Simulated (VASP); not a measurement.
A convergence study with VASP on CrO2 (space group no. 136 when undisturbed): one setting is varied, all else stays as given below, so the limit is that of these other settings. One atom is moved off its site, so that forces are finite.

```yaml
crystal:
  lattice:
    - [4.44210, 0.00000, 0.00000]
    - [0.00000, 4.44210, 0.00000]
    - [0.00000, 0.00000, 2.93460]
  atoms:
    - { symbol: Cr, position: [0.00000, 0.00000, 0.01704], spin: 2.5 }
    - { symbol: Cr, position: [0.50000, 0.50000, 0.50000], spin: 2.5 }
    - { symbol: O, position: [0.30300, 0.30300, 0.00000] }
    - { symbol: O, position: [0.80300, 0.19700, 0.50000] }
    - { symbol: O, position: [0.19700, 0.80300, 0.50000] }
    - { symbol: O, position: [0.69700, 0.69700, 0.00000] }
```

All values below come from PBEsol GGA, VASP's PBE PAW potentials (set 64) (plane waves; VASP 6.6.1). The tightest run used: 700 eV cut-off, 8×8×11 Γ-centred mesh, Fermi-Dirac smearing of 0.10 eV, potentials Cr_pv O.

The moments were started parallel, and other spin orders were not tried in this run.

```json
[
 {"setting": "ENCUT = 140", "E (eV/atom)": "-2.2986", "pressure (GPa)": "-1134.56", "largest force (eV/Å)": "1.061", "moment (μB)": "3.972", "plane waves": "230"},
 {"setting": "ENCUT = 160", "E (eV/atom)": "-6.2424", "pressure (GPa)": "-713.40", "largest force (eV/Å)": "0.440", "moment (μB)": "3.950", "plane waves": "278"},
 {"setting": "ENCUT = 180", "E (eV/atom)": "-8.1634", "pressure (GPa)": "-458.33", "largest force (eV/Å)": "0.750", "moment (μB)": "3.997", "plane waves": "328"},
 {"setting": "ENCUT = 200", "E (eV/atom)": "-8.7484", "pressure (GPa)": "-305.78", "largest force (eV/Å)": "0.974", "moment (μB)": "3.999", "plane waves": "384"},
 {"setting": "ENCUT = 220", "E (eV/atom)": "-8.9625", "pressure (GPa)": "-212.42", "largest force (eV/Å)": "0.875", "moment (μB)": "3.999", "plane waves": "447"},
 {"setting": "ENCUT = 240", "E (eV/atom)": "-9.0556", "pressure (GPa)": "-152.98", "largest force (eV/Å)": "0.682", "moment (μB)": "3.999", "plane waves": "503"},
 {"setting": "ENCUT = 280", "E (eV/atom)": "-8.9158", "pressure (GPa)": "-82.83", "largest force (eV/Å)": "0.546", "moment (μB)": "4.000", "plane waves": "636"}
]
```

Problem. These are the cheaper rows. Estimate the results at ENCUT = 700, and how far the last row shown lies from them.

Solution. 
```json
[
 {"quantity": "E (eV/atom)", "tightest run": "-8.8305", "last row shown is off by": "-0.0853"},
 {"quantity": "pressure (GPa)", "tightest run": "-9.42", "last row shown is off by": "-73.41"},
 {"quantity": "largest force (eV/Å)", "tightest run": "0.500", "last row shown is off by": "0.046"},
 {"quantity": "moment (μB)", "tightest run": "4.000", "last row shown is off by": "0.000"}
]
```

Left out are rungs that failed or repeat a setting and relaxations that didn't move; long series are thinned to 24 rows.

The structure is a typed CrO2 crystal (space group no. 136). The cell was not relaxed at this level, it is distorted from the ideal structure.
